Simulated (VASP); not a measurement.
Output of a VASP run:

File OSZICAR:
```
       N       E                     dE             d eps       ncg     rms          rms(c)
DAV:   1     0.293635673131E+03    0.29364E+03   -0.20148E+04   320   0.131E+03
DAV:   2    -0.130932404425E+02   -0.30673E+03   -0.30312E+03   344   0.373E+02
DAV:   3    -0.235012661431E+02   -0.10408E+02   -0.10316E+02   344   0.662E+01
DAV:   4    -0.236539156286E+02   -0.15265E+00   -0.15252E+00   360   0.817E+00
DAV:   5    -0.236578846990E+02   -0.39691E-02   -0.39680E-02   368   0.119E+00    0.156E+01
DAV:   6    -0.234468061681E+02    0.21108E+00   -0.44979E-01   320   0.535E+00    0.834E+00
DAV:   7    -0.233972707229E+02    0.49535E-01   -0.32353E-01   312   0.265E+00    0.226E+00
DAV:   8    -0.233752915258E+02    0.21979E-01   -0.12895E-01   312   0.278E+00    0.119E+00
DAV:   9    -0.233756876715E+02   -0.39615E-03   -0.38820E-03   344   0.332E-01    0.103E+00
DAV:  10    -0.233755336394E+02    0.15403E-03   -0.74249E-03   312   0.700E-01    0.803E-01
DAV:  11    -0.233750131514E+02    0.52049E-03   -0.51964E-04   328   0.154E-01    0.880E-01
DAV:  12    -0.233751321673E+02   -0.11902E-03   -0.57356E-05   352   0.562E-02    0.901E-01
DAV:  13    -0.233752058792E+02   -0.73712E-04   -0.15514E-05   312   0.191E-02    0.946E-01
DAV:  14    -0.233752539807E+02   -0.48102E-04   -0.49016E-06   280   0.126E-02    0.995E-01
DAV:  15    -0.233752707560E+02   -0.16775E-04   -0.51025E-07   176   0.402E-03    0.101E+00
DAV:  16    -0.233749996507E+02    0.27111E-03   -0.15155E-04   288   0.757E-02    0.761E-01
DAV:  17    -0.233748301060E+02    0.16954E-03   -0.14333E-04   336   0.672E-02    0.490E-01
DAV:  18    -0.233747219760E+02    0.10813E-03   -0.15108E-04   312   0.720E-02    0.222E-01
DAV:  19    -0.233746987929E+02    0.23183E-04   -0.48607E-05   336   0.388E-02    0.652E-02
DAV:  20    -0.233746962613E+02    0.25316E-05   -0.54264E-06   280   0.135E-02    0.164E-02
DAV:  21    -0.233746960962E+02    0.16505E-06   -0.41792E-07   144   0.404E-03
   1 F= -.23374696E+02 E0= -.23368772E+02  d E =-.118489E-01
```

**OUTCAR**
```
------------------------ aborting loop because EDIFF is reached ----------------------------------------
  FORCE on cell =-STRESS in cart. coord.  units (eV):
  Direction    XX          YY          ZZ          XY          YZ          ZX
  --------------------------------------------------------------------------------------
  Total        1.5412352      1.5412352      0.0232754      0.0000000      0.0000000      0.0000000
  in kB       32.0023070     32.0023070      0.4832909      0.0000000      0.0000000      0.0000000
  external PRESSURE =      21.4959683 kB  Pullay stress =       0.0000000 kB
  volume of cell :       77.16
      direct lattice vectors                 reciprocal lattice vectors
    -1.786096000  1.786096000  6.046842000     0.000000000  0.279940160  0.082687790
     1.786096000 -1.786096000  6.046842000     0.279940160  0.000000000  0.082687790
     1.786096000  1.786096000 -6.046842000     0.279940160  0.279940160  0.000000000
 POSITION                                       TOTAL-FORCE (eV/Angst)
 -----------------------------------------------------------------------------------
      0.00000      0.00000      9.07026         0.000000      0.000000     -0.152080
      0.00000      1.78610      0.00000         0.000000      0.000000     -0.152080
      0.00000      0.00000      2.00755        -0.000000     -0.000000      0.152080
      0.00000      1.78610      5.03097        -0.000000     -0.000000      0.152080
 -----------------------------------------------------------------------------------
    total drift:                               -0.000000     -0.000000     -0.001938
  FREE ENERGIE OF THE ION-ELECTRON SYSTEM (eV)
  ---------------------------------------------------
  free  energy   TOTEN  =       -23.3746960962 eV

  energy  without entropy=      -23.3628471994  energy(sigma->0) =      -23.36877165
```
(Selected blocks of OUTCAR.)

File POSCAR:
```
TeRu
1
   -1.7860960000     1.7860960000     6.0468420000
    1.7860960000    -1.7860960000     6.0468420000
    1.7860960000     1.7860960000    -6.0468420000
Ru Te
2 2
Direct
  0.7500000000   0.7500000000   0.0000000000
  0.5000000000   0.0000000000   0.5000000000
  0.1660000000   0.1660000000   0.0000000000
  0.9160000000   0.4160000000   0.5000000000
```

Reconstruct the remaining input files.

One answer among several that fit: the input of the run itself, PBE GGA, plane waves, VASP's PBE PAW potentials (set 64).

File KPOINTS:
```
K-points
0
Monkhorst Pack
3 3 3
```

INCAR:
```
# general
SYSTEM   =  TeRu
PREC     =  Accurate
ENCUT    =  400
LREAL    =  .FALSE.
LASPH    =  .TRUE.

# electronic loop
EDIFF    =  1E-6
NELM     =  100
ALGO     =  Normal
LMAXMIX  =  4

# smearing
ISMEAR   =  0
SIGMA    =  0.05

# functional
GGA      =  PE

# ions
ISIF     =  2

# output
LWAVE    =  .FALSE.
LCHARG   =  .FALSE.
```

POTCAR, in this order: Ru_pv Te (PBE.64 set). Program: vasp_std.

The structure was generated: TeRu was put into the NbAs type (I4_1md), which need not be its known phase. The cell was not relaxed at this level. The k-mesh is coarse (spacing up to 0.83 per Å, 2π included), so the numbers may not be converged in it. The run is one of a series of settings (KPOINTS 3×3×3 Monkhorst-Pack mesh against the base run), some of them coarse on purpose.
